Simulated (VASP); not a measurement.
Level of theory: vdW-DF2, VASP's PBE PAW potentials (set 64) (plane waves; VASP).

The input files of a VASP run:

### INCAR
```
LORBIT=11   ! lm-projected
LCHARG=.TRUE.
ISMEAR=-5
GGA=ML
EDIFF=1E-7   ! SCF stop (eV)
LWAVE=.FALSE.
ENCUT=520   ! plane-wave cut-off (eV)
LEFG=.TRUE.
ALGO=Normal   ! blocked Davidson
SYSTEM=BN
LREAL=.FALSE.   ! projection in real space or not
AGGAC=0.0
PREC=Accurate
LUSE_VDW=.TRUE.
ISIF=2   ! forces and stress, cell fixed
NEDOS=601
LASPH=.TRUE.
NELM=100   ! most electronic steps
ZAB_VDW=-1.8867
```

### POSCAR
```
BN
1
    1.2605274218    -2.1832979357     0.0000000000
    1.2605274218     2.1832979357     0.0000000000
    0.0000000000     0.0000000000     6.9235689468
B N
2 2
Direct
  0.3333330000   0.6666670000   0.2500000000
  0.6666670000   0.3333330000   0.7500000000
  0.6666670000   0.3333330000   0.2500000000
  0.3333330000   0.6666670000   0.7500000000
```

### KPOINTS
```
Automatic mesh
0
gamma
11 11 4
```

POTCAR, in this order: B N (PBE.64 set). Program: vasp_std.

What VASP printed:

**OSZICAR**
```
       N       E                     dE             d eps       ncg     rms          rms(c)
DAV:   1     0.741399574047E+02    0.74140E+02   -0.83211E+03  1152   0.122E+03
DAV:   2    -0.296556881020E+02   -0.10380E+03   -0.95628E+02  1772   0.266E+02
DAV:   3    -0.342395456895E+02   -0.45839E+01   -0.45586E+01  1464   0.595E+01
DAV:   4    -0.342882601721E+02   -0.48714E-01   -0.48678E-01  1444   0.682E+00
DAV:   5    -0.342890559892E+02   -0.79582E-03   -0.79565E-03  1468   0.863E-01    0.123E+01
DAV:   6    -0.303321106085E+02    0.39569E+01   -0.11635E+01  1332   0.283E+01    0.493E+00
DAV:   7    -0.300834801670E+02    0.24863E+00   -0.60207E-01  1412   0.704E+00    0.322E+00
DAV:   8    -0.299942257483E+02    0.89254E-01   -0.53746E-01  1380   0.539E+00    0.477E-01
DAV:   9    -0.299864571075E+02    0.77686E-02   -0.21383E-02  1396   0.130E+00    0.250E-01
DAV:  10    -0.299869384003E+02   -0.48129E-03   -0.21031E-03  1436   0.521E-01    0.530E-02
DAV:  11    -0.299869679076E+02   -0.29507E-04   -0.34799E-04  1448   0.167E-01    0.325E-02
DAV:  12    -0.299869570156E+02    0.10892E-04   -0.10398E-04  1448   0.936E-02    0.512E-03
DAV:  13    -0.299869571367E+02   -0.12111E-06   -0.23342E-06  1472   0.154E-02    0.148E-03
DAV:  14    -0.299869570189E+02    0.11772E-06   -0.39925E-07  1456   0.598E-03    0.728E-04
DAV:  15    -0.299869568942E+02    0.12471E-06   -0.58310E-08   876   0.209E-03    0.198E-04
DAV:  16    -0.299869569233E+02   -0.29058E-07   -0.67356E-09   812   0.748E-04
   1 F= -.29986957E+02 E0= -.29986957E+02  d E =0.000000E+00
```

OUTCAR:
```
------------------------ aborting loop because EDIFF is reached ----------------------------------------
  FORCE on cell =-STRESS in cart. coord.  units (eV):
  Direction    XX          YY          ZZ          XY          YZ          ZX
  --------------------------------------------------------------------------------------
  Total       -0.0074524     -0.0074524      0.0124937      0.0000000      0.0000000      0.0000000
  in kB       -0.3133151     -0.3133152      0.5252612      0.0000000      0.0000000      0.0000000
  external PRESSURE =      -0.0337897 kB  Pullay stress =       0.0000000 kB
  volume of cell :       38.11
      direct lattice vectors                 reciprocal lattice vectors
     1.260527422 -2.183297936  0.000000000     0.396659360 -0.229011346  0.000000000
     1.260527422  2.183297936  0.000000000     0.396659360  0.229011346  0.000000000
     0.000000000  0.000000000  6.923568947     0.000000000  0.000000000  0.144434179
  FREE ENERGIE OF THE ION-ELECTRON SYSTEM (eV)
  ---------------------------------------------------
  free  energy   TOTEN  =       -29.9869569233 eV

  energy  without entropy=      -29.9869569233  energy(sigma->0) =      -29.98695692

 total charge

# of ion       s       p       d       tot
------------------------------------------
    1        0.722   1.389   0.000   2.111
    2        0.722   1.389   0.000   2.111
    3        1.227   2.805   0.000   4.032
    4        1.227   2.805   0.000   4.032
--------------------------------------------------
tot          3.897   8.389   0.000  12.286

 Electric field gradients after diagonalization (V/A^2)
 (convention: |V_zz| > |V_xx| > |V_yy|)
----------------------------------------------------------------------
 ion       V_xx      V_yy      V_zz     asymmetry (V_yy - V_xx)/ V_zz
----------------------------------------------------------------------
   1     -19.162   -19.161    38.323       0.000
   2     -19.161   -19.161    38.323       0.000
   3      -0.306    -0.304     0.610       0.003
   4      -0.306    -0.304     0.610       0.003
```
(Selected blocks of OUTCAR.)

The compound is BN in the hex structure. It was relaxed first, which changed the volume by +5 %.
